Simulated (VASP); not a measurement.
Wanted: the native input for a VASP 6.6.1 run.

```yaml
Task: relaxation of cell and atoms
Functional: PBE
Potentials_or_basis: VASP PAW PBE potentials, release 64 (Ti_sv, Ru_pv, N)
Cutoff: 520 eV
k_mesh: 4 × 4 × 4
Occupations: gaussian, width 0.15 eV
Spin: no spin polarisation
Further_INCAR_settings: PREC = Normal; ALGO = Fast; EDIFF = 0.0001; IBRION = 2; EDIFFG = -0.08; NSW = 24; ISIF = 3
```

The structure of TiRuN2 lies in POSCAR:

```
TiRuN2
1.0
    3.5450925000      0.0000000000      0.0000000000
    0.0000000000      3.5450925000      0.0000000000
    0.0000000000      0.0000000000      3.8826421400
Ti Ru N
1 1 2
Direct
    0.0000000000      0.0000000000      0.0000000000
    0.0000000000      0.0000000000      0.5000000000
    0.5000000000      0.5000000000      0.5000000000
    0.5000000000      0.5000000000      0.0000000000
```

The cell was built by a generator and needn't be a form met in nature.

The input as run:

INCAR

```
PREC     = Normal         # precision mode
ENCUT    = 520            # plane-wave cutoff, eV
EDIFF    = 1E-4           # SCF threshold, eV
ISMEAR   = 0              # smearing method
SIGMA    = 0.15           # smearing width, eV
LREAL    = False          # projectors in reciprocal space
LASPH    = True           # aspherical terms in the spheres
NELM     = 60             # most SCF steps
ALGO     = Fast           # electronic algorithm
ISIF     = 3              # what is computed and relaxed
LWAVE    = False          # write WAVECAR
LCHARG   = False          # write CHGCAR
GGA      = PE             # functional
IBRION   = 2              # ionic algorithm
NSW      = 24             # ionic steps
EDIFFG   = -0.08          # ionic threshold
```

KPOINTS

```
Automatic mesh
0
Gamma
  4 4 4
```

Potentials or basis: VASP PAW PBE potentials, release 64 (Ti_sv, Ru_pv, N).

Command:

```sh
$ cat potpaw_PBE.64/Ti_sv/POTCAR potpaw_PBE.64/Ru_pv/POTCAR potpaw_PBE.64/N/POTCAR > POTCAR
$ mpirun -np 1 vasp_std > vasp.out
```

Results of the run:

| Item | Value |
| --- | --- |
| Relaxed volume | 11.22 Å³/atom |
| Relaxed cell | a = 2.841 Å, b = 2.841 Å, c = 5.560 Å, α = 90.00°, β = 90.00°, γ = 90.00° |
| Space group after relaxing (to 0.05 Å) | P4/mmm (No. 123) |
| Energy gained by relaxing | 2155.6 meV/atom |
| Ionic steps | 12 |
| Pressure after relaxing | 0.4 GPa |
| Band gap on the k mesh | none (metal or under the smearing width) |

Caveat: the k mesh is coarse (spacing up to 0.44 Å⁻¹), so the values aren't converged.

It took 77 s on 1 thread of Intel(R) Xeon(R) 6975P-C (Granite Rapids) (shared host), peak memory 0.15 GiB.
